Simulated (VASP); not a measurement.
A convergence study with VASP on SiC (zinc blende): one setting is varied, all else stays as given below, so the limit is that of these other settings.

```yaml
crystal:
  lattice:
    - [0.00000, 2.18000, 2.18000]
    - [2.18000, 0.00000, 2.18000]
    - [2.18000, 2.18000, 0.00000]
  atoms:
    - { symbol: Si, position: [0.00000, 0.00000, 0.00000] }
    - { symbol: C, position: [0.25000, 0.25000, 0.25000] }
```

Calculation: PBE GGA, VASP's PBE PAW potentials (set 64) (plane waves; VASP 6.6.1). The tightest run used: 700 eV cut-off, 20×20×20 Γ-centred mesh, Gaussian smearing of 0.050 eV, potentials Si C.

The reference is 20×20×20 mesh, which took about 50 core-seconds. Times come from single runs on busy shared machines, so they are rough: good to a factor of about 2.

Task: Of the settings 1×1×1 mesh; 2×2×2 mesh; 3×3×3 mesh; 4×4×4 mesh; 5×5×5 mesh; 6×6×6 mesh; 7×7×7 mesh; 8×8×8 mesh; 9×9×9 mesh; 10×10×10 mesh; 11×11×11 mesh; 12×12×12 mesh; 13×13×13 mesh; 14×14×14 mesh; 15×15×15 mesh; 16×16×16 mesh; 17×17×17 mesh; 18×18×18 mesh; 19×19×19 mesh; 20×20×20 mesh, which is the lowest that keeps the difference from the reference in E (eV/atom) within 0.001 from there on, and what does it cost?

Result: 8×8×8 mesh; its cost over the reference is about 1/6.
```tsv
setting	difference in E (eV/atom)	cost over the reference
1×1×1 mesh	9.1079	about 1/20
2×2×2 mesh	1.2480	about 1/20
3×3×3 mesh	0.2515	about 1/10
4×4×4 mesh	0.0630	about 1/10
5×5×5 mesh	0.0176	about 1/20
6×6×6 mesh	0.0054	about 1/10
7×7×7 mesh	0.0017	about 1/7
8×8×8 mesh	0.0006	about 1/6
9×9×9 mesh	0.0002	about 1/5
10×10×10 mesh	0.0001	about 1/4
11×11×11 mesh	0.0000	about 1/3
12×12×12 mesh	0.0000	about 1/3
13×13×13 mesh	0.0000	about 1/2
14×14×14 mesh	0.0000	about 1/3
15×15×15 mesh	0.0000	about 1/2
16×16×16 mesh	0.0000	about 1/2
17×17×17 mesh	0.0000	about 1/2
18×18×18 mesh	0.0000	within a factor of 2
19×19×19 mesh	0.0000	within a factor of 2
20×20×20 mesh	0.0000	reference
```

Left out are rungs that failed or repeat a setting and relaxations that didn't move; long series are thinned to 24 rows.

The compound is SiC in the zinc blende structure. The cell was not relaxed at this level.
